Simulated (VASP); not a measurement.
Input of a VASP 6.6.1 run:

INCAR

```
SYSTEM = Al2SiF2
  PREC = Accurate
  ENCUT = 520
  EDIFF = 1E-7
  ISMEAR = 0
  SIGMA = 0.1
  LREAL = .FALSE.
  LASPH = .TRUE.
  NELM = 120
  ALGO = Normal
  ISIF = 3
  LWAVE = .FALSE.
  LCHARG = .FALSE.
  GGA = PE
  IBRION = 2
  NSW = 60
  EDIFFG = -0.005
  POTIM = 0.3
  KPAR = 8
```

The input KPOINTS:

```
Automatic mesh
0
G
  6 4 4
  0 0 0
```

Contents of POSCAR:

```
Al2SiF2                                 
1.0
    4.6886855786      0.0115136381      0.0355123494
    0.0182448146      4.9545360183      0.0023959479
    2.2824719614      0.0211820560      7.0015542785
  Al              Si              F             
     4     2     4
Direct
     0.8329551949997368    0.2513917366505014    0.8341161333314216
     0.4052540715823139    0.7523376178130102    0.6928237902771597
     0.1620539303076371    0.2487026480189241    0.1754034176639661
     0.5928841310890282    0.7479336221033500    0.3173309725735266
     0.9985763458082582    0.8786528272279280    0.0055042710660751
     0.4947904301222982    0.6208872179101091    0.0064343594403087
     0.6704455227752504    0.0825680661827051    0.6773944387458422
     0.1499027032296753    0.4201865753914705    0.6763836690447020
     0.3234840071433314    0.0806462365299077    0.3341579753534695
     0.8418514729424676    0.4162503021720841    0.3335032025035344
```

Potentials or basis: VASP PAW PBE potentials, release 64 (Al, Si, F).

Run with:

```sh
$ cat potpaw_PBE.64/Al/POTCAR potpaw_PBE.64/Si/POTCAR potpaw_PBE.64/F/POTCAR > POTCAR
$ mpirun -np 8 vasp_std > vasp.out
```

(1) What does it give for the relaxed cell?

(2) What does it give for the space group after relaxing (to 0.05 Å)?

(3) What does it give for the band gap on the k mesh?

## Answers

(1) a = 4.702 Å, b = 4.972 Å, c = 7.357 Å, α = 89.56°, β = 71.38°, γ = 88.34°.

(2) C2 (No. 5).

(3) none (metal or under the smearing width).
